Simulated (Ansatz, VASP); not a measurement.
This is a calculation of LiY3 for Ansatz 0.2.0.

The input input.yaml:

```yaml
crystal:
  lattice:
    - [0.0, 3.899852, 3.899852]
    - [3.899852, 0.0, 3.899852]
    - [3.899852, 3.899852, 0.0]
  atoms:
    - { symbol: "Y", position: [0.497213, 0.504979, 0.496385] }
    - { symbol: "Y", position: [0.754511, 0.754453, 0.742652] }
    - { symbol: "Y", position: [0.24629, 0.241955, 0.257419] }
    - { symbol: Li, position: [0.005722, -0.00036, -0.012697] }
hamiltonian:
  xc: pbe
  pseudopotentials: { kind: paw }
kpoints:
  mp_grid: { grid: [6, 6, 6] }
scf:
  occupations: { method: fermi_dirac, width: 0.05 }
output:
  forces: true
  stress: true
  eigenvalues: true
```

Potentials or basis: Ansatz PAW.

Launch:

```sh
$ ansatz run input.yaml --threads 2 --pin off --max-ram 5120MiB --backend cpu --events-out ev --progress --plain --runs-dir out
```

Set up the same calculation for VASP 6.6.1. Potentials there: VASP PAW PBE potentials, release 64 (Y_sv, Li_sv).

As run (the cutoff follows the program's own potentials):

The input INCAR:

```
PREC = Accurate
ENCUT = 520
EDIFF = 1E-7
ISMEAR = -1
SIGMA = 0.05
LREAL = F
LASPH = T
NELM = 60
ALGO = Normal
ISIF = 2
LWAVE = F
LCHARG = F
GGA = PE
NBANDS = 26
```

KPOINTS

```
Automatic mesh
0
Gamma
  6 6 6
```

File POSCAR:

```
LiY3
1.0
    0.0000000000      3.8998520000      3.8998520000
    3.8998520000      0.0000000000      3.8998520000
    3.8998520000      3.8998520000      0.0000000000
Y Li
3 1
Direct
    0.4972130000      0.5049790000      0.4963850000
    0.7545110000      0.7544530000      0.7426520000
    0.2462900000      0.2419550000      0.2574190000
    0.0057220000     -0.0003600000     -0.0126970000
```

Potentials or basis: VASP PAW PBE potentials, release 64 (Y_sv, Li_sv).

The run is started by

```console
$ cat potpaw_PBE.64/Y_sv/POTCAR potpaw_PBE.64/Li_sv/POTCAR > POTCAR
$ mpirun -np 1 vasp_std > vasp.out
```

Both were run:

|  | VASP | Ansatz | Ansatz less VASP |
| --- | --- | --- | --- |
| gap on the k mesh at the Fermi level (eV) | none | none | - |
| rms of the force components (eV/Å) | 0.086 | 0.086 | -0.0001 |

Atom by atom the forces differ by 0.000 eV/Å (rms over components). A gap of «none» marks a metal or a gap that the smearing closes.
